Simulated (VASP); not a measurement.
Given:

```xyz
5
Lattice="4.0500 0.0000 0.0000 0.0000 4.0500 0.0000 0.0000 0.0000 4.0500" Properties=species:S:1:pos:R:3 pbc="T T T"
K      0.0000     0.0000     0.0000
Zn     2.0250     2.0250     2.0250
F      2.0250     0.0000     2.0250
F      0.0000     2.0250     2.0250
F      2.0250     2.0250     0.0000
```

Computed with r2SCAN meta-GGA, VASP's PBE PAW potentials (set 64) (plane waves; VASP). Settings: 520 eV cut-off, 6×6×6 Γ-centred mesh, tetrahedra with Blöchl corrections, potentials K_sv Zn F.

Predict the energy per atom (σ→0), band gap (over mesh and band path) with the smallest direct gap where there is one.

| Item | Result |
|---|---|
| band gap (over mesh and band path) | 4.58 eV |
| smallest direct gap (over mesh and band path) | 6.56 eV |
| energy per atom (σ→0) | -740.2 kJ/mol-atom |

Total energies compare only between runs with the same potentials, cut-off and functional.

The compound is KZnF3 in the cubic perovskite structure. The cell was not relaxed at this level.
